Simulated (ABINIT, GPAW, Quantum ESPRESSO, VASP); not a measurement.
## Code comparison for Rb (Im-3m, 1 atom in the cell)

Self-consistent single point.

```yaml
crystal:
  lattice:
    - [-2.82500, 2.82500, 2.82500]
    - [2.82500, -2.82500, 2.82500]
    - [2.82500, 2.82500, -2.82500]
  atoms:
    - { symbol: Rb, position: [0.00000, 0.00000, 0.00000] }
```

All programs got the same cell, k-point mesh and kind of occupations (in VASP's words: KPOINTS grid = 11 11 11; KPOINTS shift = 0 0 0; ISMEAR = -1; SIGMA = 0.05 eV); potentials, basis and cutoffs are each program's usual ones.

```
code                                                     model  pressure (GPa)  cutoff
----------------  --------------------------------------------  --------------  ------
VASP                   PBE, VASP's PBE PAW potentials (set 64)           -0.01  300 eV
GPAW              PBE, GPAW PAW datasets PBE (gpaw-data 1.0.1)            0.03  550 eV
ABINIT                             PBE, PAW (JTH v2.0 PBE PAW)            0.03  544 eV
Quantum ESPRESSO     PBE, PSlibrary PAW (PBE) pseudopotentials            0.02   40 Ry
```

The spread over the programs that give each value: pressure within 0.04 GPa.

The starting cell has typed, rounded lattice constants, without a prior relaxation at this level.

Why do the programs differ, and what cannot be compared?

Differences of this kind can come from the potentials, where these differ, and from what each basis and cutoff leave unconverged. The zero of total energies and Fermi levels follows the potentials and each program's conventions, so they are not compared here.

VASP's run is marked for a possible Pulay error in its stress at this cutoff; no cutoff test was made.

Left out of this page: Ansatz, CP2K, Elk, FLEUR and SIESTA (not drawn, or without a comparable value).
